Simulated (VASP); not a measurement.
The system is Pd.

```
Pd
1.0
     0.00000    1.94650    1.94650
     1.94650    0.00000    1.94650
     1.94650    1.94650    0.00000
Pd
1
Direct
  0.00000 0.00000 0.00000
```

```yaml
Program: VASP 6.6.1
Task: relaxation of cell and atoms
Functional: LDA
Potentials_or_basis: VASP PAW LDA potentials, release 64 (Pd)
Cutoff: 600 eV
k_mesh: 16 × 16 × 16
Occupations: methfessel-paxton, width 0.1 eV
Spin: no spin polarisation
```

At the start: pressure -8.2 GPa; volume 14.75 Å³/atom.

Where does the relaxation end?

Over 4 steps the energy falls by 15.5 meV/atom and the volume is 14.17 Å³/atom (-3.9 %); space group Fm-3m (No. 225, to 0.05 Å).

Step by step:
```tsv
step	energy change (eV)	largest force (eV/Å)	pressure (GPa)	volume (Å³)
1	0.0000	0.0000	-8.21	14.75
2	0.0399	0.0000	19.64	13.19
3	-0.0155	0.0000	-0.20	14.18
4	-0.0155	0.0000	-0.01	14.17
```

Final structure:
```yaml
crystal:
  lattice:
    - [0.00000, 1.92064, 1.92064]
    - [1.92064, 0.00000, 1.92064]
    - [1.92064, 1.92064, 0.00000]
  atoms:
    - { symbol: Pd, position: [0.00000, 0.00000, 0.00000] }
```
